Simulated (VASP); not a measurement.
Consider the following.

```
CELL_PARAMETERS angstrom
      2.19979     1.27005    10.70727
     -2.19979     1.27005    10.70727
      0.00000    -2.54010    10.70727
ATOMIC_POSITIONS crystal
  Bi 0.60317 0.60317 0.60317
  Bi 0.39683 0.39683 0.39683
  Te 0.78319 0.78319 0.78319
  Te 0.21681 0.21681 0.21681
  Te 0.00000 0.00000 0.00000
```

Level of theory: HSE06 screened hybrid, VASP's PBE PAW potentials (set 64) (plane waves; VASP). Run with 300 eV cut-off, 3×3×3 Γ-centred mesh, Gaussian smearing of 0.050 eV, potentials Bi_d Te.

At this cut-off the stress carries a Pulay error, which pulls relaxed volumes low.

**Question.** Which forces act on the atoms, in eV/Å?

**Answer.** 
| atom | Fx | Fy | Fz |
|---|---|---|---|
| Bi1 | 0.000 | 0.000 | -0.130 |
| Bi2 | 0.000 | 0.000 | 0.130 |
| Te3 | 0.000 | 0.000 | -0.272 |
| Te4 | 0.000 | 0.000 | 0.272 |
| Te5 | 0.000 | 0.000 | 0.000 |

**Question.** Give the stress tensor in GPa (positive for a compressed cell).

**Answer.** 
```
-0.43   0.00   0.00
 0.00  -0.43   0.00
 0.00   0.00  -1.14
```
The pressure is its mean diagonal, -0.67 GPa.

The structure comes from a computed database's Bi2Te3 entry; how it stands against other phases isn't given here. The cell was not relaxed at this level. The k-mesh is coarse (spacing up to 0.55 per Å, 2π included), so the numbers may not be converged in it.
